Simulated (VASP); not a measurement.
These are PBEsol GGA, VASP's PBE PAW potentials (set 64) (plane waves; VASP) values and carry that method's errors.

VASP ran on this input.

### POSCAR
```
Cl
1
    3.3850530353    -0.0000000000    -0.0000000000
   -1.6925265176     2.9315426857     0.0000000000
   -0.0000000000     0.0000000000     7.5706106501
Cl
4
Direct
  0.0000000000   0.0000000000   0.0000000000
  0.0000000000   0.0000000000   0.5000000000
  0.3333330000   0.6666670000   0.2500000000
  0.6666670000   0.3333330000   0.7500000000
```

KPOINTS:
```
Automatic mesh
0
Gamma
10 10 4
0 0 0
```

**INCAR**
```
SYSTEM = Cl
PREC = Accurate
ENCUT = 480
EDIFF = 1E-7
NELM = 100
ALGO = Normal
LREAL = .FALSE.
LASPH = .TRUE.
ISMEAR = 1
SIGMA = 0.1
GGA = PS
LWAVE = .FALSE.
LCHARG = .FALSE.
ISIF = 3
IBRION = 2
NSW = 40
EDIFFG = -0.01
PSTRESS = 50
```

POTCAR, in this order: Cl (PBE.64 set). Program: vasp_std.

Output

OSZICAR:
```
       N       E                     dE             d eps       ncg     rms          rms(c)
DAV:   1     0.170547974194E+03    0.17055E+03   -0.12734E+04  1512   0.129E+03
DAV:   2     0.324917665443E+01   -0.16730E+03   -0.16547E+03  2262   0.238E+02
DAV:   3    -0.527696885077E+01   -0.85261E+01   -0.84442E+01  1676   0.623E+01
DAV:   4    -0.540534364316E+01   -0.12837E+00   -0.12814E+00  1860   0.890E+00
DAV:   5    -0.540783414450E+01   -0.24905E-02   -0.24898E-02  1654   0.112E+00    0.154E+01
DAV:   6    -0.536844279125E+01    0.39391E-01   -0.42554E-02  1662   0.130E+00    0.942E+00
DAV:   7    -0.536271126202E+01    0.57315E-02   -0.58836E-02  1628   0.141E+00    0.391E-01
DAV:   8    -0.536124506577E+01    0.14662E-02   -0.39284E-03  1616   0.420E-01    0.124E-01
DAV:   9    -0.536112755889E+01    0.11751E-03   -0.47734E-04  1660   0.134E-01    0.213E-02
DAV:  10    -0.536113069811E+01   -0.31392E-05   -0.17208E-05  1634   0.305E-02    0.106E-02
DAV:  11    -0.536113103516E+01   -0.33706E-06   -0.37301E-07  1648   0.456E-03    0.751E-03
DAV:  12    -0.536113145947E+01   -0.42430E-06   -0.31575E-07  1348   0.431E-03    0.886E-04
DAV:  13    -0.536113150623E+01   -0.46768E-07   -0.34819E-08   868   0.126E-03
   1 F= -.30166218E+01 E0= -.30175623E+01  d E =-.301662E+01
```

OUTCAR:
```
------------------------ aborting loop because EDIFF is reached ----------------------------------------
  FORCE on cell =-STRESS in cart. coord.  units (eV):
  Direction    XX          YY          ZZ          XY          YZ          ZX
  --------------------------------------------------------------------------------------
  Total        2.3226617      2.3226629      2.3397504      0.0000000      0.0000000      0.0000000
  in kB       49.5340608     49.5340866     49.8985014      0.0000000      0.0000000      0.0000000
  external PRESSURE =      -0.3444504 kB  Pullay stress =      50.0000000 kB
  volume of cell :       75.13
      direct lattice vectors                 reciprocal lattice vectors
     3.385053035  0.000000000  0.000000000     0.295416346  0.170558663  0.000000000
    -1.692526518  2.931542686  0.000000000     0.000000000  0.341117325  0.000000000
     0.000000000  0.000000000  7.570610650     0.000000000  0.000000000  0.132089741
 POSITION                                       TOTAL-FORCE (eV/Angst)
 -----------------------------------------------------------------------------------
      0.00000      0.00000      0.00000         0.000000     -0.000000     -0.000000
      0.00000      0.00000      3.78531         0.000000     -0.000000     -0.000000
     -0.00000      1.95436      1.89265        -0.000000     -0.000000      0.000000
      1.69253      0.97718      5.67796         0.000000      0.000000     -0.000000
 -----------------------------------------------------------------------------------
    total drift:                                0.000000     -0.000000      0.000000
  FREE ENERGIE OF THE ION-ELECTRON SYSTEM (eV)
  ---------------------------------------------------
  free  energy   TOTEN  =        -5.3611315062 eV

  energy  without entropy=       -5.3639529031  energy(sigma->0) =       -5.36207197
  enthalpy is  TOTEN    =        -3.0166218114 eV   P V=        2.3445096949

 reached required accuracy - stopping structural energy minimisation
```
(Selected blocks of OUTCAR.)

The structure was generated: Cl was put into the dhcp type (P6_3/mmc), which need not be its known phase. It was relaxed first under an external pressure of 5 GPa.
